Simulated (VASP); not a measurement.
**Nb$_{4}$C$_{3}$N (ordered alloy cell): computed properties**

Method: PBEsol GGA, VASP's PBE PAW potentials (set 64) (plane waves; VASP).

```json
{
  "space_group": "R-3m (166)",
  "cell": "a = b = 3.139 Å, c = 30.677 Å, α = β = 90.00°, γ = 120.00°",
  "volume_per_atom": "10.91 Å³/atom",
  "band gap (over mesh and band path)": "none (metal, semimetal or under 0.01 eV)",
  "density": "8.03 g/cm³"
}
```

```
Nb4C3N
1.0
    0.00000     2.21942     2.21942
    2.21942     0.00000     2.21942
    8.86305     8.86305     0.01463
Nb N C
4 1 3
Cartesian
  8.83472   8.83472   0.04295
  4.46351   4.46351   4.41417
  4.40783   4.40783   0.03101
  8.89040   8.89040   4.42611
  2.21759   2.21759   2.22125
  4.42448   4.42448   2.23378
  6.64911   6.64911   2.22856
  8.87375   8.87375   2.22334
```

The structure was generated: Nb4C3N was put into an ordered model structure (R-3m), which need not be its known phase. It was relaxed first. Symmetry was kept, so distortions that lower it aren't found. The electron count is odd and the run is not spin-polarised, which forces a metal.
